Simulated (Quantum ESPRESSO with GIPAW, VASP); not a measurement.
# SiO2 (Stishovite): NMR shieldings from two programs

The same structure and functional (PBE) go through two programs with their own PAW files. All values are calculated, scalar-relativistic and without spin-orbit coupling, include the cores, and leave out the macroscopic shape term.

Space group P4_2/mnm (No. 136); atoms are numbered in the order of the file.

```xyz
6
Lattice="4.1773 0.0000 0.0000 0.0000 4.1773 0.0000 0.0000 0.0000 2.6652" Properties=species:S:1:pos:R:3 pbc="T T T"
Si    2.0886    2.0886    1.3326
Si    0.0000    0.0000    0.0000
O     3.3665    0.8108    1.3326
O     2.8995    2.8995    0.0000
O     0.8108    3.3665    1.3326
O     1.2778    1.2778    0.0000
```

- VASP 6.6.1: LCHIMAG, datasets Si and O (PBE 64), 560 eV, mesh 5×5×7
- gipaw.x (a patched development version of Quantum ESPRESSO): pslibrary recipes Si n and O n, 70 Ry, mesh 4×4×6

**Question.** How far do the isotropic shieldings agree, site by site?

```csv
site,like atoms,σ VASP (ppm),σ gipaw.x (ppm),span VASP,span gipaw.x
Si1,2,507.9,507.0,21.7,21.2
O3,4,134.1,137.3,66.2,65.0
```

VASP and gipaw.x, which both use linear response, differ by -3.2 ppm on O3 and by +0.9 ppm on Si1, the extremes here. VASP's shape term for a sphere would add 11.7 ppm to every site.

[Logs are printed without paths, hosts, clocks, repeated set-up lines and the standing remarks that a program may print on its own settings, such as how far it seeks lower states.]

[Hosts, paths, dates, database ids (printed as entryN), source tags and the programs' standing remarks are cut or masked in the printed files.]
